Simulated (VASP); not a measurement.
Given:

```
CELL_PARAMETERS angstrom
      1.34872    -2.33605     0.00000
      1.34872     2.33605     0.00000
      0.00000     0.00000     4.73249
ATOMIC_POSITIONS crystal
  Zn 0.33333 0.66667 0.25000
  Zn 0.66667 0.33333 0.75000
```

Calculation: AM05 GGA, VASP's PBE PAW potentials (set 64) (plane waves; VASP). Numerical set-up: 520 eV cut-off, 16×16×8 Γ-centred mesh, first-order Methfessel-Paxton smearing of 0.10 eV, potentials Zn.

Problem. The ions and cell shape at fixed volume are relaxed. Give the cell that the relaxation ends in.

Solution. 
```
CELL_PARAMETERS angstrom
      1.32577    -2.29630     0.00000
      1.32577     2.29630     0.00000
      0.00000     0.00000     4.89776
ATOMIC_POSITIONS crystal
  Zn 0.33333 0.66667 0.25000
  Zn 0.66667 0.33333 0.75000
```
Space group P6_3/mmc (194), at a tolerance of 0.03 Å.

Problem. How much energy does the relaxation gain?

Solution. The energy (σ→0) changes by -7.9 meV/atom, in 5 ionic steps.

The compound is Zn in the hcp structure. This cell is one point of a volume scan, at 1.06 of the reference volume. Symmetry was kept, so distortions that lower it aren't found.
